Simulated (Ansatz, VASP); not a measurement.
One calculation of LiSi2, two programs

```
CELL_PARAMETERS angstrom
3.81059 0.00000 0.00000
-1.90530 3.30007 0.00000
0.00000 0.00000 4.42352
ATOMIC_POSITIONS crystal
Li 0.00000 0.00000 0.00000
Si 0.33333 0.66667 0.58959
Si 0.66667 0.33333 0.41041
```

Alike in both runs: functional PBE; k mesh 12 × 12 × 10; occupations gaussian, width 0.1 eV; no spin polarisation.

Ansatz relaxed the structure, and its values are those at the end. VASP's run is a single point on that final structure, the one shown.

|  | VASP | Ansatz |
| --- | --- | --- |
| version | VASP 6.6.1 | Ansatz 0.2.0 |
| potentials or method | VASP PAW PBE potentials, release 64 (Li_sv, Si) | scalar-relativistic, plane waves, PAW |
| plane-wave cutoff (eV) | 520 | 420 |
| valence electrons in the cell | 11 | 11 |

VASP gave:

- gap on the k mesh at the Fermi level (eV): none
- rms of the force components (eV/Å): 0.004

Which values does Ansatz return?

gap on the k mesh at the Fermi level (eV): none; rms of the force components (eV/Å): 0.002.

A gap of «none» marks a metal or a gap that the smearing closes. With one functional, cell and mesh, what is left measures potentials, basis and numerics.
